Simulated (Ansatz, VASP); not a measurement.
# Two plane-wave programs on LiBe3

Contents of INCAR:

```
PREC = Accurate
ENCUT = 520
EDIFF = 1E-6
ISMEAR = 0
SIGMA = 0.1
LREAL = F
LASPH = T
NELM = 100
ALGO = Fast
ISIF = 2
LWAVE = F
LCHARG = F
GGA = PE
NBANDS = 19
```

KPOINTS

```
Automatic mesh
0
Gamma
  6 6 6
```

File POSCAR:

```
LiBe3
1.0
    4.6686364279      0.0000000000      0.0000000000
   -2.3343182140      4.0431577476      0.0000000000
    0.0000000000      0.0000000000      3.7473010682
Li Be
2 6
Direct
    0.3333333333      0.6666666667      0.2500000000
    0.6666666667      0.3333333333      0.7500000000
    0.8330000000      0.6660000000      0.2500000000
    0.1670000000      0.8330000000      0.7500000000
    0.3340000000      0.1670000000      0.2500000000
    0.1670000000      0.3340000000      0.7500000000
    0.8330000000      0.1670000000      0.2500000000
    0.6660000000      0.8330000000      0.7500000000
```

Input for Ansatz:

```yaml
crystal:
  lattice:
    - [4.6686364279, 0.0, 0.0]
    - [-2.334318214, 4.0431577476, 0.0]
    - [0.0, 0.0, 3.7473010682]
  atoms:
    - { symbol: Li, position: [0.3333333333, 0.6666666667, 0.25] }
    - { symbol: Li, position: [0.6666666667, 0.3333333333, 0.75] }
    - { symbol: Be, position: [0.833, 0.666, 0.25] }
    - { symbol: Be, position: [0.167, 0.833, 0.75] }
    - { symbol: Be, position: [0.334, 0.167, 0.25] }
    - { symbol: Be, position: [0.167, 0.334, 0.75] }
    - { symbol: Be, position: [0.833, 0.167, 0.25] }
    - { symbol: Be, position: [0.666, 0.833, 0.75] }
basis:
  ecutwfc: 420
kpoints:
  mp_grid: { grid: [6, 6, 6] }
hamiltonian:
  xc: pbe
scf:
  occupations: { method: gaussian, width: 0.1 }
  lower_state_search: "off"
output:
  forces: true
  stress: true
  eigenvalues: true
```

Alike in both runs: task single point; functional PBE; k mesh 6 × 6 × 6; occupations gaussian, width 0.1 eV; no spin polarisation.

|  | VASP | Ansatz |
| --- | --- | --- |
| version | VASP 6.6.1 | Ansatz 0.2.0 |
| potentials or method | VASP PAW PBE potentials, release 64 (Li_sv, Be) | scalar-relativistic, plane waves, PAW |
| plane-wave cutoff (eV) | 520 | 420 |
| valence electrons in the cell | 18 | 18 |

|  | VASP | Ansatz | Ansatz less VASP |
| --- | --- | --- | --- |
| gap on the k mesh at the Fermi level (eV) | none | none | - |
| rms of the force components (eV/Å) | 0.251 | 0.250 | -0.0014 |

Atom by atom the forces differ by 0.001 eV/Å (rms over components). A gap of «none» marks a metal or a gap that the smearing closes. With one functional, cell and mesh, what is left measures potentials, basis and numerics.
